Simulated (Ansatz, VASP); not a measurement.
## Si in VASP and in Ansatz

The input INCAR:

```
PREC = Accurate
ENCUT = 520
EDIFF = 1E-7
ISMEAR = 0
SIGMA = 0.15
LREAL = F
LASPH = T
NELM = 80
ALGO = Normal
ISIF = 2
LWAVE = F
LCHARG = F
NBANDS = 8
```

KPOINTS

```
regular mesh
0
Gamma
  22 22 22
```

The input POSCAR:

```
Si
1.0
   -1.6269149300      1.6269149300      1.3005249022
    1.6269149300     -1.6269149300      1.3005249022
    1.6269149300      1.6269149300     -1.3005249022
Si
1
Direct
    0.0000000000      0.0000000000      0.0000000000
```

Input for Ansatz:

```yaml
crystal:
  lattice:
    - [-1.62691493, 1.62691493, 1.3005249022]
    - [1.62691493, -1.62691493, 1.3005249022]
    - [1.62691493, 1.62691493, -1.3005249022]
  atoms:
    - { symbol: Si, position: [0.0, 0.0, 0.0] }
basis:
  ecutwfc: 420
kpoints:
  mp_grid: { grid: [22, 22, 22] }
hamiltonian:
  xc: lda
scf:
  occupations: { method: gaussian, width: 0.15 }
output:
  forces: true
  stress: true
  eigenvalues: true
```

Change from the starting cell: strain +0.000 along x and y, -0.015 along z, atoms carried along.

Alike in both runs: task single point; functional LDA; k mesh 22 × 22 × 22; occupations gaussian, width 0.15 eV; no spin polarisation.

|  | VASP | Ansatz |
| --- | --- | --- |
| version | VASP 6.6.1 | Ansatz 0.2.0 |
| potentials or method | VASP PAW LDA potentials, release 64 (Si) | scalar-relativistic, plane waves, PAW |
| plane-wave cutoff (eV) | 520 | 420 |
| valence electrons in the cell | 4 | 4 |

VASP gave:

* gap on the k mesh at the Fermi level (eV): none
* pressure (GPa): 1.4
* largest component of the traceless stress (GPa): 0.52

**Question.** Which values does Ansatz return?

**Answer.** gap on the k mesh at the Fermi level (eV): none; pressure (GPa): 1.4; largest component of the traceless stress (GPa): 0.54.

A gap of «none» marks a metal or a gap that the smearing closes.
